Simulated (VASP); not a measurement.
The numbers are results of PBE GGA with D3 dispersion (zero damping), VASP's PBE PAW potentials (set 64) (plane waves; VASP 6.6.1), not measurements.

The input files of a VASP run:

**KPOINTS**
```
K-points
0
G
20 20 20
```

File POSCAR:
```
Cu
1
    0.0000000000     1.7841615351     1.7841615351
    1.7841615351     0.0000000000     1.7841615351
    1.7841615351     1.7841615351     0.0000000000
Cu
1
Direct
  0.0000000000   0.0000000000   0.0000000000
```

INCAR:
```
ALGO  =  Normal
EDIFF  =  1E-7
ENCUT  =  520
GGA  =  PE
ISIF  =  2
ISMEAR  =  -5
IVDW  =  11
LASPH  =  .TRUE.
LCHARG  =  .TRUE.
LMAXMIX  =  4
LORBIT  =  11
LREAL  =  .FALSE.
LWAVE  =  .FALSE.
NEDOS  =  601
NELM  =  100
PREC  =  Accurate
SYSTEM  =  Cu
```

POTCAR, in this order: Cu (PBE.64 set). Program: vasp_std.

What VASP printed:

### OSZICAR
```
       N       E                     dE             d eps       ncg     rms          rms(c)
DAV:   1     0.359788040945E+02    0.35979E+02   -0.57198E+03  4744   0.208E+03
DAV:   2    -0.419423720181E+01   -0.40173E+02   -0.38256E+02  4631   0.197E+02
DAV:   3    -0.462703072090E+01   -0.43279E+00   -0.43188E+00  5529   0.297E+01
DAV:   4    -0.462986047038E+01   -0.28297E-02   -0.28298E-02  5546   0.218E+00
DAV:   5    -0.462989324403E+01   -0.32774E-04   -0.32775E-04  5484   0.187E-01    0.773E+00
DAV:   6    -0.406139728460E+01    0.56850E+00   -0.16290E+01  4864   0.953E+01    0.368E+00
DAV:   7    -0.372522609322E+01    0.33617E+00   -0.24615E+00  4915   0.367E+01    0.624E-01
DAV:   8    -0.371266838767E+01    0.12558E-01   -0.48439E-03  5540   0.105E+00    0.273E-01
DAV:   9    -0.371137136290E+01    0.12970E-02   -0.90345E-03  5231   0.207E+00    0.289E-02
DAV:  10    -0.371137358215E+01   -0.22193E-05   -0.33917E-05  6778   0.118E-01    0.858E-03
DAV:  11    -0.371137173594E+01    0.18462E-05   -0.11681E-06  5159   0.237E-02    0.242E-04
DAV:  12    -0.371137183523E+01   -0.99295E-07   -0.81531E-09  2963   0.123E-03
   1 F= -.42371817E+01 E0= -.42371817E+01  d E =0.000000E+00
```

OUTCAR:
```
------------------------ aborting loop because EDIFF is reached ----------------------------------------
 Edisp (eV)   -0.52581
  FORCE on cell =-STRESS in cart. coord.  units (eV):
  Direction    XX          YY          ZZ          XY          YZ          ZX
  --------------------------------------------------------------------------------------
  Total      -0.01269    -0.01269    -0.01269    -0.00000     0.00000     0.00000
  in kB      -1.78945    -1.78945    -1.78945    -0.00000     0.00000     0.00000
  external pressure =       -1.79 kB  Pullay stress =        0.00 kB
  volume of cell :       11.36
      direct lattice vectors                 reciprocal lattice vectors
     0.000000000  1.784161535  1.784161535    -0.280243683  0.280243683  0.280243683
     1.784161535  0.000000000  1.784161535     0.280243683 -0.280243683  0.280243683
     1.784161535  1.784161535  0.000000000     0.280243683  0.280243683 -0.280243683
 POSITION                                       TOTAL-FORCE (eV/Angst)
 -----------------------------------------------------------------------------------
      0.00000      0.00000      0.00000         0.000000      0.000000      0.000000
 -----------------------------------------------------------------------------------
    total drift:                               -0.000000     -0.000000     -0.000000
  FREE ENERGIE OF THE ION-ELECTRON SYSTEM (eV)
  ---------------------------------------------------
  free  energy   TOTEN  =        -4.2371816913 eV

  energy  without entropy=       -4.2371816913  energy(sigma->0) =       -4.23718169

 total charge

# of ion       s       p       d       tot
------------------------------------------
    1        0.461   0.411   9.177  10.048
```
(Selected blocks of OUTCAR.)

### OUTCAR
```
 val. band max:        8.0994412431   @ k =  -0.4500   0.1000   0.0000

 cond. band min:       8.1195673117   @ k =   0.4500   0.3500   0.0000


 Fermi energy:         8.1249710945

 k-point     1 :       0.0000    0.0000    0.0000
  band No.  band energies     occupation
      1      -1.5736      2.00000
      2       4.9279      2.00000
      3       4.9279      2.00000
      4       4.9279      2.00000
      5       5.8012      2.00000
      6       5.8012      2.00000
      7      30.9844      0.00000
      8      33.9345      0.00000
      9      33.9345      0.00000

 k-point     2 :       0.0500    0.0000    0.0000
  band No.  band energies     occupation
      1      -1.4797      2.00000
      2       4.9071      2.00000
      3       4.9464      2.00000
      4       4.9464      2.00000
      5       5.7937      2.00000
      6       5.7937      2.00000
      7      30.5310      0.00000
      8      32.6367      0.00000
      9      33.6266      0.00000

 k-point     3 :       0.1000    0.0000    0.0000
  band No.  band energies     occupation
      1      -1.2009      2.00000
      2       4.8492      2.00000
      3       4.9960      2.00000
      4       4.9960      2.00000
      5       5.7768      2.00000
      6       5.7768      2.00000
      7      28.5898      0.00000
      8      31.8519      0.00000
      9      33.0298      0.00000

 k-point     4 :       0.1500    0.0000    0.0000
  band No.  band energies     occupation
      1      -0.7458      2.00000
      2       4.7687      2.00000
      3       5.0570      2.00000
      4       5.0570      2.00000
      5       5.7688      2.00000
      6       5.7688      2.00000
      7      26.0058      0.00000
      8      31.5801      0.00000
      9      32.4335      0.00000

 k-point     5 :       0.2000    0.0000    0.0000
  band No.  band energies     occupation
      1      -0.1325      2.00000
      2       4.6906      2.00000
      3       5.0973      2.00000
...
```

For a metal the tetrahedron method with Blöchl corrections gives inexact stress and forces.

The compound is Cu in the fcc structure. It was relaxed first.
